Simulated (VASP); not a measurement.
The cell holds one Na (bcc) (110) slab, with vacuum along c, ions free to move until forces fall under 0.03 eV/Å, no reconstruction beyond this cell, dipole correction on.

Consider the following.

```
CELL_PARAMETERS angstrom
      3.60749     0.00000     0.00000
     -1.20250     3.40117     0.00000
      0.00000     0.00000    23.50401
ATOMIC_POSITIONS crystal
  Na 0.50000 0.50000 0.37499
  Na 0.00000 0.00000 0.50000
  Na 0.50000 0.50000 0.62501
```

Computed with PBEsol GGA, VASP's PBE PAW potentials (set 64) (plane waves; VASP). Numerical set-up: 400 eV cut-off, 8×8×1 Γ-centred mesh, first-order Methfessel-Paxton smearing of 0.10 eV, potentials Na_pv.

Slab and bulk use different k-meshes, so the surface energy is good to a few per cent at best.

Question: Predict its surface energy, work function, band gap (on the k-mesh).

Answer: 
The surface energy is 0.24 J/m^2 and the work function is 2.87 eV. The band gap (on the k-mesh) comes out as none (metal, semimetal or under 0.01 eV).

The cell is a thin slab with vacuum, built from Na (bcc): (110) face.
